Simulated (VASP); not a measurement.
Set up this calculation in VASP 6.6.1, as the native input.

| Item | Value |
| --- | --- |
| Task | relaxation of cell and atoms |
| Functional | PBE |
| Potentials or basis | VASP PAW PBE potentials, release 64 (Al, B, Sb) |
| Cutoff | 520 eV |
| k mesh | 4 × 4 × 4 |
| Occupations | gaussian, width 0.15 eV |
| Spin | no spin polarisation |
| Further INCAR settings | PREC = Normal; ALGO = Fast; EDIFF = 0.0001; IBRION = 2; EDIFFG = -0.08; NSW = 24; ISIF = 3 |

The structure of AlB2Sb3 lies in POSCAR:

```
AlB2Sb3
1.0
    5.4186705600      0.0000000000      0.0000000000
   -2.7093352800      4.6927063600      0.0000000000
    0.0000000000      0.0000000000      5.2055662600
Al B Sb
1 2 3
Direct
    0.0000000000      0.0000000000      0.0000000000
    0.3333333300      0.6666666700      0.0019288500
    0.6666666700      0.3333333300      0.9980711500
    0.5000000000      0.0000000000      0.5000000000
    0.0000000000      0.5000000000      0.5000000000
    0.5000000000      0.5000000000      0.5000000000
```

The cell was built by a generator and needn't be a form met in nature.

These files were run (other wordings do the same):

INCAR

```
  ALGO = Fast
  EDIFF = 1E-4
  EDIFFG = -0.08
  ENCUT = 520
  GGA = PE
  IBRION = 2
  ISIF = 3
  ISMEAR = 0
  KPAR = 2
  LASPH = T
  LCHARG = F
  LREAL = F
  LWAVE = F
  NELM = 60
  NSW = 24
  PREC = Normal
  SIGMA = 0.15
```

KPOINTS

```
k-points
0
Gamma
  4 4 4
```

Potentials or basis: VASP PAW PBE potentials, release 64 (Al, B, Sb).

Launch:

```console
$ cat potpaw_PBE.64/Al/POTCAR potpaw_PBE.64/B/POTCAR potpaw_PBE.64/Sb/POTCAR > POTCAR
$ mpirun -np 2 vasp_std > vasp.out
```

It gave:

```yaml
Relaxed_volume: 20.55 Å³/atom
Relaxed_cell: a = 6.544 Å, b = 6.544 Å, c = 3.324 Å, α = 90.00°, β = 90.00°, γ = 120.00°
Space_group_after_relaxing_to_0.05_Å: P6/mmm (No. 191)
Energy_gained_by_relaxing: 873.1 meV/atom
Ionic_steps: 12
Pressure_after_relaxing: 0.2 GPa
Largest_force_after_relaxing: 0.029 eV/Å
Band_gap_on_the_k_mesh: none (metal or under the smearing width)
```

Caveat: the relaxation stopped at a loose force limit of 0.08 eV/Å, so its end isn't a converged minimum.

It took 51 s on 2 MPI ranks on Intel(R) Xeon(R) 6975P-C (Granite Rapids), on a shared host, peak memory 0.17 GiB a rank.
